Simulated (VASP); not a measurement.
# Sr2MoO4: structure and properties in VASP, part 4 of 6

Aim: relax Sr2MoO4, then compute properties on the relaxed cell. The start is a computed cell from the Materials Project.

VASP 6.6.1; AM05, no spin polarisation; plane waves and PAW (Sr_sv, Mo_sv, O).

Still holding for the runs below: This run has no spin polarisation, although Mo can carry a moment.

So far. Step 5 (Band structure (AM05)): There is no gap at this level. Step 6 (Density of states (AM05)): The finer mesh and the other smearing move the Fermi level by +0.05 eV from the 6×6×6 run, a small shift, which tests the Fermi level alone. Of the states within 0.3 eV of the Fermi level, the largest shares in the PAW spheres are Mo d 65 % and O p 16 %. The rest lies in smaller channels or between the spheres. The relaxed cell has a = 3.883, c = 12.866 Å (conventional setting).

## Step 7: Vibrations at Γ (AM05)

Zone-centre modes test whether the atoms sit at a minimum within this cell. IBRION = 8 takes the force constants from linear response, which needs tightly converged orbitals.

The input, INCAR:

```
SYSTEM = Sr2MoO4
PREC = Accurate
ENCUT = 520
EDIFF = 1E-08
NELM = 100
ISMEAR = 1
SIGMA = 0.2
LREAL = .FALSE.
ALGO = Normal
GGA = AM
NBANDS = 36
LASPH = .TRUE.
LORBIT = 11
LWAVE = .FALSE.
LCHARG = .FALSE.
KPAR = 4
IBRION = 8
ISIF = 2
```

The input, POSCAR:

```
Sr2MoO4
1.0
    0.0000000000     -3.8831294035      0.0000000000
   -3.8831294035      0.0000000000      0.0000000000
    1.9415647018     -1.9415647018     -6.4330387376
Sr Mo O
2 1 4
Direct
    0.3510785313      0.6489214687      0.2978429373
    0.6489214687      0.3510785313      0.7021570627
    0.0000000000      0.0000000000      0.0000000000
    0.5000000000      0.0000000000      0.0000000000
    0.0000000000      0.5000000000      0.0000000000
    0.8370382558      0.1629617442      0.3259234884
    0.1629617442      0.8370382558      0.6740765116
```

The input, KPOINTS:

```
Automatic mesh
0
Gamma
8 8 8
0 0 0
```

PAW data sets: Sr_sv, Mo_sv and O (PBE family, release 64).

Started as:

```sh
mpirun -np 4 vasp_std
```

What it wrote:

```text
[... set-up lines as in an earlier step ...]
 entering main loop
       N       E                     dE             d eps       ncg     rms          rms(c)
DAV:   1     0.444225658406E+03    0.44423E+03   -0.32171E+04  4248   0.160E+03
DAV:   2    -0.324119342303E+02   -0.47664E+03   -0.46846E+03  5160   0.397E+02
DAV:   3    -0.600917254960E+02   -0.27680E+02   -0.27468E+02  6036   0.925E+01
DAV:   4    -0.607636282299E+02   -0.67190E+00   -0.66832E+00  6264   0.113E+01
DAV:   5    -0.607708415814E+02   -0.72134E-02   -0.72028E-02  5672   0.111E+00    0.487E+01
DAV:   6    -0.530577578322E+02    0.77131E+01   -0.52097E+01  4760   0.369E+01    0.246E+01
DAV:   7    -0.528302538921E+02    0.22750E+00   -0.62847E+00  4756   0.138E+01    0.158E+01
DAV:   8    -0.527733021092E+02    0.56952E-01   -0.79936E-01  5168   0.582E+00    0.274E+00
DAV:   9    -0.527631674074E+02    0.10135E-01   -0.11392E-01  5776   0.179E+00    0.401E-01
DAV:  10    -0.527647476728E+02   -0.15803E-02   -0.80413E-03  5992   0.487E-01    0.270E-01
DAV:  11    -0.527661427276E+02   -0.13951E-02   -0.20996E-03  4996   0.267E-01    0.147E-01
DAV:  12    -0.527663623879E+02   -0.21966E-03   -0.46907E-04  5456   0.127E-01    0.301E-02
DAV:  13    -0.527664108557E+02   -0.48468E-04   -0.68954E-05  5872   0.436E-02    0.176E-02
DAV:  14    -0.527664264165E+02   -0.15561E-04   -0.25997E-05  4936   0.270E-02    0.951E-03
DAV:  15    -0.527664267146E+02   -0.29814E-06   -0.55943E-06  5420   0.123E-02    0.392E-03
DAV:  16    -0.527664264364E+02    0.27825E-06   -0.79993E-07  6276   0.457E-03    0.183E-03
DAV:  17    -0.527664263735E+02    0.62841E-07   -0.10806E-07  5308   0.171E-03    0.781E-04
DAV:  18    -0.527664264118E+02   -0.38329E-07   -0.15591E-08  3904   0.666E-04    0.289E-04
DAV:  19    -0.527664264427E+02   -0.30839E-07   -0.26133E-09  2928   0.329E-04    0.879E-05
DAV:  20    -0.527664264461E+02   -0.33933E-08   -0.63785E-10  2752   0.132E-04
   1 F= -.52766426E+02 E0= -.52766187E+02  d E =-.719058E-03
 Linear response reoptimize wavefunctions to high precision
DAV:   1    -0.527664264495E+02   -0.34534E-08   -0.24436E-10  2732   0.758E-05
DAV:   2    -0.527664264495E+02    0.20918E-10   -0.10478E-10  2720   0.421E-05
 Linear response DOF=           9
 Linear response progress:
  Degree of freedom:   1/  9
       N       E                     dE             d eps       ncg     rms          rms(c)
RMM:   1    -0.289548563813E+00   -0.28955E+00    0.37553E-01 18597   0.243E+00
RMM:   2    -0.291930810756E+00   -0.23822E-02   -0.41080E-02 18923   0.600E-01    0.279E-01
RMM:   3    -0.292728236288E+00   -0.79743E-03   -0.52131E-03 22737   0.227E-01    0.195E-01
RMM:   4    -0.292950171874E+00   -0.22194E-03   -0.10078E-03 23343   0.111E-01    0.511E-02
RMM:   5    -0.293157746775E+00   -0.20757E-03   -0.22952E-04 25576   0.384E-02    0.200E-02
RMM:   6    -0.293218632852E+00   -0.60886E-04   -0.57146E-05 26347   0.163E-02    0.570E-03
RMM:   7    -0.293198318405E+00    0.20314E-04   -0.13482E-04 26748   0.818E-03    0.206E-03
RMM:   8    -0.293183108853E+00    0.15210E-04   -0.90167E-05 27193   0.460E-03    0.115E-03
RMM:   9    -0.293177785963E+00    0.53229E-05   -0.57293E-05 28009   0.258E-03    0.108E-03
RMM:  10    -0.293146789766E+00    0.30996E-04   -0.32278E-05 24964   0.225E-03    0.197E-03
RMM:  11    -0.293167411868E+00   -0.20622E-04   -0.21738E-05 25690   0.158E-03    0.319E-04
RMM:  12    -0.293166441090E+00    0.97078E-06   -0.16785E-05 27819   0.805E-04    0.263E-04
RMM:  13    -0.293166131187E+00    0.30990E-06   -0.10705E-05 27912   0.515E-04    0.303E-04
RMM:  14    -0.293164235033E+00    0.18962E-05   -0.62573E-06 26918   0.358E-04    0.978E-05
RMM:  15    -0.293163534722E+00    0.70031E-06   -0.42377E-06 27626   0.250E-04    0.417E-05
RMM:  16    -0.293163381273E+00    0.15345E-06   -0.28571E-06 27539   0.182E-04    0.319E-05
RMM:  17    -0.293163238657E+00    0.14262E-06   -0.20987E-06 27150   0.144E-04    0.208E-05
RMM:  18    -0.293163209177E+00    0.29480E-07   -0.15725E-06 26977   0.121E-04    0.153E-05
RMM:  19    -0.293163190288E+00    0.18889E-07   -0.13106E-06 26522   0.107E-04    0.167E-05
RMM:  20    -0.293163206486E+00   -0.16198E-07   -0.11250E-06 25677   0.965E-05    0.215E-05
RMM:  21    -0.293163251391E+00   -0.44904E-07   -0.96781E-07 26190   0.908E-05    0.273E-05
RMM:  22    -0.293163254528E+00   -0.31369E-08   -0.81551E-07 25257   0.859E-05    0.296E-05
RMM:  23    -0.293163252897E+00    0.16305E-08   -0.71098E-07 24893   0.829E-05    0.307E-05
RMM:  24    -0.293163226790E+00    0.26107E-07   -0.64034E-07 25506   0.818E-05    0.267E-05
 first order change of Fermi-energy   0.22367E-04
 force on displaced ion       1 direction 1 :  -2.787   0.000  -0.000
 Linear response progress:
  Degree of freedom:   2/  9
       N       E                     dE             d eps       ncg     rms          rms(c)
RMM:   1    -0.321239783876E+00   -0.32124E+00    0.44890E-01  7439   0.266E+00
RMM:   2    -0.321077451351E+00    0.16233E-03   -0.45283E-02  7351   0.679E-01    0.464E-01
RMM:   3    -0.321989378497E+00   -0.91193E-03   -0.65395E-03  8634   0.271E-01    0.332E-01
RMM:   4    -0.322147639634E+00   -0.15826E-03   -0.12540E-03  8536   0.138E-01    0.680E-02
RMM:   5    -0.322348540078E+00   -0.20090E-03   -0.32453E-04  8946   0.607E-02    0.252E-02
RMM:   6    -0.322392696995E+00   -0.44157E-04   -0.78862E-05  9354   0.279E-02    0.154E-02
RMM:   7    -0.322393850318E+00   -0.11533E-05   -0.19645E-05  9969   0.131E-02    0.744E-03
RMM:   8    -0.322356632236E+00    0.37218E-04   -0.38606E-06  9826   0.736E-03    0.287E-03
RMM:   9    -0.322338205061E+00    0.18427E-04   -0.30827E-06  9990   0.431E-03    0.954E-04
RMM:  10    -0.322333426687E+00    0.47784E-05    0.89110E-06 10230   0.236E-03    0.601E-04
RMM:  11    -0.322329707606E+00    0.37191E-05    0.73153E-06 10402   0.134E-03    0.246E-04
RMM:  12    -0.322330020197E+00   -0.31259E-06    0.42637E-06 10356   0.823E-04    0.129E-04
RMM:  13    -0.322329951104E+00    0.69093E-07    0.30124E-06 10581   0.520E-04    0.905E-05
RMM:  14    -0.322328858172E+00    0.10929E-05    0.12478E-06 10333   0.352E-04    0.486E-05
RMM:  15    -0.322329402375E+00   -0.54420E-06    0.85838E-07 10242   0.246E-04    0.819E-05
RMM:  16    -0.322329000903E+00    0.40147E-06    0.18071E-07 10535   0.178E-04    0.464E-05
RMM:  17    -0.322328460898E+00    0.54000E-06    0.22886E-07 10277   0.143E-04    0.277E-05
RMM:  18    -0.322328758186E+00   -0.29729E-06    0.29642E-07 10359   0.117E-04    0.233E-05
RMM:  19    -0.322328602245E+00    0.15594E-06    0.57271E-08 10247   0.100E-04    0.132E-05
RMM:  20    -0.322328462612E+00    0.13963E-06    0.95339E-08 10398   0.900E-05    0.153E-05
[...]
Linear response progress:
  Degree of freedom:   6/  9
       N       E                     dE             d eps       ncg     rms          rms(c)
RMM:   1    -0.386089153779E+00   -0.38609E+00    0.26896E-01 14110   0.236E+00
RMM:   2    -0.367785271150E+00    0.18304E-01   -0.21077E-02 11107   0.439E-01    0.171E-01
RMM:   3    -0.369273171833E+00   -0.14879E-02   -0.39029E-03 11154   0.157E-01    0.986E-02
RMM:   4    -0.370845048749E+00   -0.15719E-02   -0.77041E-04 11521   0.961E-02    0.285E-02
RMM:   5    -0.371134765481E+00   -0.28972E-03   -0.11395E-04 13198   0.283E-02    0.792E-03
RMM:   6    -0.371165178913E+00   -0.30413E-04   -0.20467E-05 13810   0.818E-03    0.278E-03
RMM:   7    -0.371151539273E+00    0.13640E-04   -0.48237E-06 13617   0.392E-03    0.667E-04
RMM:   8    -0.371155650724E+00   -0.41115E-05   -0.27276E-06 15069   0.183E-03    0.381E-04
RMM:   9    -0.371158449973E+00   -0.27992E-05   -0.51231E-07 15350   0.930E-04    0.213E-04
RMM:  10    -0.371159514723E+00   -0.10648E-05   -0.20113E-07 15055   0.596E-04    0.807E-05
RMM:  11    -0.371158845562E+00    0.66916E-06   -0.11261E-07 15855   0.343E-04    0.350E-05
RMM:  12    -0.371158892228E+00   -0.46665E-07   -0.63375E-08 16676   0.216E-04    0.265E-05
RMM:  13    -0.371158918802E+00   -0.26574E-07   -0.37257E-08 16807   0.145E-04    0.264E-05
RMM:  14    -0.371159029335E+00   -0.11053E-06   -0.23622E-09 15894   0.110E-04    0.123E-05
RMM:  15    -0.371159088935E+00   -0.59600E-07   -0.68278E-09 16015   0.848E-05    0.293E-06
RMM:  16    -0.371159063234E+00    0.25702E-07   -0.11793E-09 15858   0.699E-05    0.262E-06
RMM:  17    -0.371159068852E+00   -0.56187E-08   -0.20914E-09 14990   0.607E-05    0.165E-06
 first order change of Fermi-energy  -0.12383E-02
 force on displaced ion       4 direction 2 :   0.000 -24.721  -0.000
 Linear response progress:
  Degree of freedom:   7/  9
       N       E                     dE             d eps       ncg     rms          rms(c)
RMM:   1    -0.378029638281E+00   -0.37803E+00    0.26200E-01 13535   0.220E+00
RMM:   2    -0.369296773266E+00    0.87329E-02   -0.13560E-02 11107   0.361E-01    0.190E-01
RMM:   3    -0.370452597660E+00   -0.11558E-02   -0.22172E-03 11829   0.128E-01    0.114E-01
RMM:   4    -0.371571791854E+00   -0.11192E-02   -0.60449E-04 12242   0.866E-02    0.234E-02
RMM:   5    -0.371677566435E+00   -0.10577E-03   -0.92309E-05 14184   0.275E-02    0.151E-02
RMM:   6    -0.371657120161E+00    0.20446E-04   -0.91579E-07 14466   0.126E-02    0.724E-03
RMM:   7    -0.371679828657E+00   -0.22708E-04    0.12218E-05 15064   0.681E-03    0.152E-03
RMM:   8    -0.371675122350E+00    0.47063E-05    0.10281E-05 15810   0.322E-03    0.921E-04
RMM:   9    -0.371674232213E+00    0.89014E-06    0.75593E-06 16654   0.162E-03    0.549E-04
RMM:  10    -0.371674739640E+00   -0.50743E-06    0.55444E-06 16377   0.903E-04    0.315E-04
RMM:  11    -0.371675295956E+00   -0.55632E-06    0.47997E-06 16660   0.545E-04    0.918E-05
RMM:  12    -0.371675526105E+00   -0.23015E-06    0.26438E-06 17539   0.315E-04    0.890E-05
RMM:  13    -0.371675676150E+00   -0.15004E-06    0.16663E-06 17403   0.199E-04    0.490E-05
RMM:  14    -0.371675750147E+00   -0.73998E-07    0.11895E-06 16499   0.146E-04    0.350E-05
RMM:  15    -0.371675776256E+00   -0.26109E-07    0.10068E-06 16697   0.111E-04    0.162E-05
RMM:  16    -0.371675815654E+00   -0.39398E-07    0.73239E-07 17269   0.861E-05    0.104E-05
RMM:  17    -0.371675858605E+00   -0.42951E-07    0.47354E-07 16921   0.748E-05    0.210E-06
RMM:  18    -0.371675866570E+00   -0.79649E-08    0.34100E-07 16573   0.675E-05    0.355E-06
RMM:  19    -0.371675879220E+00   -0.12650E-07    0.21164E-07 16134   0.640E-05    0.208E-06
RMM:  20    -0.371675885299E+00   -0.60790E-08    0.16433E-07 15885   0.621E-05    0.179E-06
RMM:  21    -0.371675888888E+00   -0.35889E-08    0.15179E-07 15361   0.610E-05    0.709E-07
RMM:  22    -0.371675892837E+00   -0.39489E-08    0.89388E-08 14228   0.604E-05    0.525E-07
 first order change of Fermi-energy  -0.19899E-02
 force on displaced ion       4 direction 3 :   0.000  -0.000 -11.362
 Linear response progress:
  Degree of freedom:   8/  9
       N       E                     dE             d eps       ncg     rms          rms(c)
RMM:   1    -0.371094335664E+00   -0.37109E+00    0.21094E-01 20101   0.227E+00
RMM:   2    -0.362683481990E+00    0.84109E-02   -0.18815E-02 17067   0.415E-01    0.177E-01
RMM:   3    -0.364083516268E+00   -0.14000E-02   -0.40683E-03 19618   0.133E-01    0.120E-01
RMM:   4    -0.365682666329E+00   -0.15992E-02   -0.84639E-04 19055   0.101E-01    0.172E-02
RMM:   5    -0.365520268954E+00    0.16240E-03   -0.22598E-04 22866   0.310E-02    0.137E-02
RMM:   6    -0.365590342889E+00   -0.70074E-04   -0.40870E-05 23959   0.147E-02    0.621E-03
RMM:   7    -0.365592179598E+00   -0.18367E-05   -0.10681E-05 24642   0.710E-03    0.227E-03
RMM:   8    -0.365615290329E+00   -0.23111E-04   -0.58535E-06 25406   0.395E-03    0.695E-04
RMM:   9    -0.365610567890E+00    0.47224E-05   -0.29975E-06 26664   0.200E-03    0.493E-04
RMM:  10    -0.365614390833E+00   -0.38229E-05   -0.14271E-06 26460   0.123E-03    0.197E-04
RMM:  11    -0.365614982103E+00   -0.59127E-06   -0.66215E-07 27774   0.735E-04    0.114E-04
RMM:  12    -0.365615085066E+00   -0.10296E-06   -0.52776E-07 27805   0.455E-04    0.672E-05
RMM:  13    -0.365615427793E+00   -0.34273E-06   -0.26921E-07 27789   0.297E-04    0.150E-05
RMM:  14    -0.365615550556E+00   -0.12276E-06   -0.17395E-07 27876   0.206E-04    0.263E-05
RMM:  15    -0.365615473633E+00    0.76923E-07   -0.14788E-07 27301   0.154E-04    0.161E-05
RMM:  16    -0.365615504542E+00   -0.30908E-07   -0.80768E-08 27097   0.127E-04    0.107E-05
RMM:  17    -0.365615491849E+00    0.12693E-07   -0.87256E-08 26855   0.109E-04    0.558E-06
RMM:  18    -0.365615447086E+00    0.44763E-07   -0.50683E-08 26378   0.101E-04    0.118E-05
RMM:  19    -0.365615454643E+00   -0.75569E-08   -0.61241E-08 25968   0.942E-05    0.443E-06
 first order change of Fermi-energy  -0.46500E-04
 force on displaced ion       6 direction 1 :  -2.479  -0.000  -0.000
 Linear response progress:
  Degree of freedom:   9/  9
       N       E                     dE             d eps       ncg     rms          rms(c)
RMM:   1    -0.389389464336E+00   -0.38939E+00    0.16923E-01  8331   0.238E+00
RMM:   2    -0.371443892629E+00    0.17946E-01   -0.19533E-02  6986   0.534E-01    0.572E-01
RMM:   3    -0.372358465259E+00   -0.91457E-03   -0.41386E-03  7416   0.186E-01    0.346E-01
RMM:   4    -0.373697586020E+00   -0.13391E-02   -0.13718E-03  7596   0.139E-01    0.728E-02
RMM:   5    -0.373731705136E+00   -0.34119E-04   -0.27116E-04  8576   0.513E-02    0.370E-02
RMM:   6    -0.373749103085E+00   -0.17398E-04   -0.86967E-05  8467   0.282E-02    0.124E-02
RMM:   7    -0.373779618872E+00   -0.30516E-04   -0.87499E-06  9207   0.115E-02    0.730E-03
RMM:   8    -0.373768613268E+00    0.11006E-04    0.29402E-06  9064   0.651E-03    0.247E-03
RMM:   9    -0.373774068338E+00   -0.54551E-05    0.58219E-06  9575   0.359E-03    0.125E-03
RMM:  10    -0.373776665524E+00   -0.25972E-05    0.34618E-06 10027   0.189E-03    0.607E-04
RMM:  11    -0.373777478454E+00   -0.81293E-06   -0.18792E-06 10147   0.108E-03    0.281E-04
RMM:  12    -0.373778247966E+00   -0.76951E-06    0.12995E-06  9872   0.672E-04    0.146E-04
RMM:  13    -0.373778150125E+00    0.97841E-07    0.41475E-07 10050   0.439E-04    0.139E-04
RMM:  14    -0.373778241870E+00   -0.91744E-07    0.53436E-07 10452   0.270E-04    0.730E-05
RMM:  15    -0.373778261066E+00   -0.19196E-07    0.27267E-07 10602   0.188E-04    0.747E-05
RMM:  16    -0.373778406484E+00   -0.14542E-06    0.79059E-08  9671   0.147E-04    0.104E-05
RMM:  17    -0.373778374395E+00    0.32089E-07    0.17294E-08 10198   0.112E-04    0.218E-05
RMM:  18    -0.373778411650E+00   -0.37255E-07    0.19937E-08 10061   0.959E-05    0.566E-06
RMM:  19    -0.373778412963E+00   -0.13135E-08   -0.60968E-08 10229   0.853E-05    0.675E-06
 first order change of Fermi-energy   0.20312E+01
 force on displaced ion       6 direction 3 :   0.000  -0.000 -13.301
 Linear response finished
```

It took 21 min on 4 MPI ranks of Intel Xeon 6975P-C (Granite Rapids), shared host; peak memory 4.3 GiB.

[end of part 4 of 6]

[Lines on the potential files, build, host, timing and source positions are cut from VASP's logs without a mark.]

[Logs are printed without paths, hosts, clocks, repeated set-up lines and the standing remarks that a program may print on its own settings, such as how far it seeks lower states.]

[Hosts, paths, dates, database ids (printed as entryN), source tags and the programs' standing remarks are cut or masked in the printed files.]

[A measured line is paired with the nearest computed mode of its activity, which favours agreement.]
